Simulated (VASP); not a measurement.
VASP input:

INCAR:
```
# general
SYSTEM = Mg2Si
PREC   = Accurate
ENCUT  = 480   # plane-wave cut-off (eV)
LREAL  = .FALSE.   # projection in real space or not
LASPH  = .TRUE.   # aspherical one-centre terms

# electronic loop
EDIFF  = 1E-6   # SCF stop (eV)
NELM   = 100   # most electronic steps
ALGO   = Normal   # blocked Davidson

# smearing
ISMEAR = 0
SIGMA  = 0.05   # width (eV)

# functional
GGA    = PE   # PBE

# ions
IBRION = 2   # conjugate gradients
NSW    = 60   # most ionic steps
ISIF   = 3
EDIFFG = -0.02   # ionic stop

# output
LWAVE  = .FALSE.
LCHARG = .FALSE.
```

**KPOINTS**
```
Automatic mesh
0
Gamma
6 6 6
0 0 0
```

**POSCAR**
```
Mg2Si
1
   -0.0000000000     3.1802415176     3.1802415176
    3.1802415176    -0.0000000000     3.1802415176
    3.1802415176     3.1802415176    -0.0000000000
Mg Si
2 1
Direct
  0.2500000000   0.2500000000   0.2500000000
  0.7500000000   0.7500000000   0.7500000000
  1.0000000000   0.0000000000   0.0000000000
```

POTCAR, in this order: Mg Si (PBE.64 set). Program: vasp_std.

Task: Write an equivalent input for Quantum ESPRESSO's pw.x.

Result: One equivalent input (not run):
```
&CONTROL
  calculation = 'vc-relax'
  pseudo_dir = './pseudo'
  outdir = './out'
  tprnfor = .true.
  tstress = .true.
  nstep = 60
  forc_conv_thr = 0.00078
/
&SYSTEM
  ibrav = 0
  nat = 3
  ntyp = 2
  ecutwfc = 84
  occupations = 'smearing'
  smearing = 'gaussian'
  degauss = 0.003675
  input_dft = 'pbe'
/
&ELECTRONS
  conv_thr = 7.3e-08
  electron_maxstep = 100
/
&IONS
/
&CELL
/
ATOMIC_SPECIES
  Mg 24.305 Mg.upf
  Si 28.085 Si.upf
CELL_PARAMETERS angstrom
    -0.0000000    3.1802415    3.1802415
     3.1802415   -0.0000000    3.1802415
     3.1802415    3.1802415   -0.0000000
ATOMIC_POSITIONS crystal
  Mg   0.2500000  0.2500000  0.2500000
  Mg   0.7500000  0.7500000  0.7500000
  Si   1.0000000  0.0000000  0.0000000
K_POINTS automatic
  6 6 6 0 0 0
```
What does not carry over: the potentials are each code's own (VASP's PAW set, PseudoDojo norm-conserving files in pw.x), so ENCUT and ecutwfc are chosen apart and not converted; conv_thr bounds pw.x's estimated SCF error, while EDIFF bounds the energy change between steps; forc_conv_thr acts on force components and is met together with etot_conv_thr.

The structure comes from a computed database's Mg2Si entry (Fm-3m); how it stands against other phases isn't given here. It was relaxed first. The start is the result of an earlier pass.
